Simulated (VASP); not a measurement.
Input:

```xyz
3
Lattice="1.9185 -3.3229 0.0000 1.9185 3.3229 0.0000 0.0000 0.0000 6.1342" Properties=species:S:1:pos:R:3 pbc="T T T"
Sn     0.0000     0.0000     0.0000
Se     1.9185     1.1076     1.5937
Se     1.9185    -1.1076     4.5405
```

The numbers are results of vdW-DF-cx, VASP's PBE PAW potentials (set 64) (plane waves; VASP), not measurements. Run with 520 eV cut-off, 8×8×4 Γ-centred mesh, tetrahedra with Blöchl corrections, potentials Sn_d Se.

The cores are frozen, which limits the accuracy of field gradients.

Give the principal components of the electric field gradient (V/Å²) and the asymmetry η at each nucleus.

```csv
atom,Vxx,Vyy,Vzz,η
Sn1,-1.9,-1.9,3.7,0.00
Se2,28.6,28.6,-57.2,0.00
Se3,28.6,28.6,-57.2,0.00
```

The compound is SnSe2 in the 1T layered structure. It was relaxed first.
